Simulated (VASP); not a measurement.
These are r2SCAN meta-GGA, VASP's PBE PAW potentials (set 64) (plane waves; VASP 6.6.1) values and carry that method's errors.

A VASP calculation is set up with these files.

INCAR:
```
! general
SYSTEM  = RuAs
PREC    = Accurate
ENCUT   = 400
LREAL   = .FALSE.   ! projection in real space or not
LASPH   = .TRUE.

! electronic loop
EDIFF   = 1E-7   ! SCF stop (eV)
NELM    = 100   ! most electronic steps
ALGO    = Normal
LMAXMIX = 4
LMIXTAU = .TRUE.

! smearing
ISMEAR  = -5   ! tetrahedra, Bloechl

! functional
METAGGA = R2SCAN

! ions
ISIF    = 2

! output
LWAVE   = .FALSE.
LCHARG  = .FALSE.
LORBIT  = 11
NEDOS   = 601
```

### KPOINTS
```
Automatic mesh
0
Gamma
13 13 13
0 0 0
```

### POSCAR
```
RuAs
1
    0.0000000000     2.7131800088     2.7131800088
    2.7131800088     0.0000000000     2.7131800088
    2.7131800088     2.7131800088     0.0000000000
Ru As
1 1
Direct
  0.0000000000   0.0000000000   0.0000000000
  0.2500000000   0.2500000000   0.2500000000
```

**KPOINTS_OPT**
```
k-points along high-symmetry lines
10
Line-mode
Reciprocal
  0.000000   0.000000   0.000000 ! GAMMA
 -0.500000  -0.500000   0.000000 ! X

 -0.500000  -0.500000   0.000000 ! X
 -0.375000  -0.375000   0.250000 ! U

 -0.375000  -0.000000   0.375000 ! K
  0.000000   0.000000   0.000000 ! GAMMA

  0.000000   0.000000   0.000000 ! GAMMA
 -0.000000  -0.000000   0.500000 ! L

 -0.000000  -0.000000   0.500000 ! L
 -0.500000  -0.250000   0.250000 ! W

 -0.500000  -0.250000   0.250000 ! W
 -0.500000  -0.500000   0.000000 ! X
```

POTCAR, in this order: Ru_pv As (PBE.64 set). Program: vasp_std.

Output of the run:

### OSZICAR
```
       N       E                     dE             d eps       ncg     rms          rms(c)
DAV:   1     0.694149209119E+02    0.69415E+02   -0.96414E+03  2544   0.110E+03
DAV:   2    -0.430481059439E+02   -0.11246E+03   -0.10982E+03  2534   0.304E+02
DAV:   3    -0.455962645558E+02   -0.25482E+01   -0.25320E+01  2704   0.466E+01
DAV:   4    -0.456280910582E+02   -0.31827E-01   -0.31781E-01  2926   0.478E+00
DAV:   5    -0.456285871932E+02   -0.49614E-03   -0.49555E-03  2782   0.423E-01    0.135E+01
DAV:   6    -0.401665227216E+02    0.54621E+01   -0.68502E+00  2189   0.321E+01    0.392E+00
DAV:   7    -0.399831615759E+02    0.18336E+00   -0.13731E+00  2254   0.131E+01    0.292E+00
DAV:   8    -0.399818139107E+02    0.13477E-02   -0.75337E-02  2194   0.277E+00    0.128E+00
DAV:   9    -0.400275272657E+02   -0.45713E-01   -0.87268E-02  2184   0.313E+00    0.189E-01
DAV:  10    -0.400136879131E+02    0.13839E-01   -0.26923E-02  2189   0.147E+00    0.827E-02
DAV:  11    -0.400347982658E+02   -0.21110E-01   -0.12761E-02  2184   0.924E-01    0.689E-02
DAV:  12    -0.400353804900E+02   -0.58222E-03   -0.51877E-04  2789   0.199E-01    0.128E-02
DAV:  13    -0.400355039416E+02   -0.12345E-03   -0.12896E-04  2504   0.105E-01    0.187E-02
DAV:  14    -0.400355477162E+02   -0.43775E-04   -0.49599E-05  2309   0.768E-02    0.335E-03
DAV:  15    -0.400355523952E+02   -0.46790E-05   -0.38252E-06  2866   0.216E-02    0.289E-03
DAV:  16    -0.400355480888E+02    0.43065E-05   -0.18932E-06  2269   0.173E-02    0.204E-03
DAV:  17    -0.400355513920E+02   -0.33033E-05   -0.40525E-07  2379   0.726E-03    0.415E-04
DAV:  18    -0.400355512473E+02    0.14478E-06   -0.40059E-08  1532   0.226E-03    0.163E-04
DAV:  19    -0.400355513825E+02   -0.13526E-06   -0.88177E-09  1092   0.942E-04    0.128E-04
DAV:  20    -0.400355511977E+02    0.18482E-06   -0.17634E-09  1092   0.423E-04    0.570E-05
DAV:  21    -0.400355512143E+02   -0.16613E-07   -0.86083E-10  1092   0.237E-04
   1 F= -.40035551E+02 E0= -.40035551E+02  d E =0.000000E+00
       N       E                     dE             ncg
```

File OUTCAR:
```
------------------------ aborting loop because EDIFF is reached ----------------------------------------
  FORCE on cell =-STRESS in cart. coord.  units (eV):
  Direction    XX          YY          ZZ          XY          YZ          ZX
  --------------------------------------------------------------------------------------
  Total        0.0029080      0.0029080      0.0029080     -0.0000000      0.0000000     -0.0000000
  in kB        0.1166397      0.1166397      0.1166397     -0.0000000      0.0000000     -0.0000000
  external PRESSURE =       0.1166397 kB  Pullay stress =       0.0000000 kB
  volume of cell :       39.95
      direct lattice vectors                 reciprocal lattice vectors
     0.000000000  2.713180009  2.713180009    -0.184285598  0.184285598  0.184285598
     2.713180009  0.000000000  2.713180009     0.184285598 -0.184285598  0.184285598
     2.713180009  2.713180009  0.000000000     0.184285598  0.184285598 -0.184285598
 POSITION                                       TOTAL-FORCE (eV/Angst)
 -----------------------------------------------------------------------------------
      0.00000      0.00000      0.00000        -0.000000      0.000000      0.000000
      1.35659      1.35659      1.35659         0.000000     -0.000000     -0.000000
 -----------------------------------------------------------------------------------
    total drift:                               -0.000001     -0.000001     -0.000001
  FREE ENERGIE OF THE ION-ELECTRON SYSTEM (eV)
  ---------------------------------------------------
  free  energy   TOTEN  =       -40.0355512143 eV

  energy  without entropy=      -40.0355512143  energy(sigma->0) =      -40.03555121

 total charge

# of ion       s       p       d       tot
------------------------------------------
    1        0.357   6.182   6.251  12.790
    2        1.216   1.580   0.121   2.917
--------------------------------------------------
tot          1.573   7.762   6.372  15.706
```
(Selected blocks of OUTCAR.)

For a metal the tetrahedron method with Blöchl corrections gives inexact stress and forces.

The structure was generated: RuAs was put into the zinc blende type (F-43m), which need not be its known phase. It was relaxed first, which changed the volume by -30 %. The electron count is odd and the run is not spin-polarised, which forces a metal.
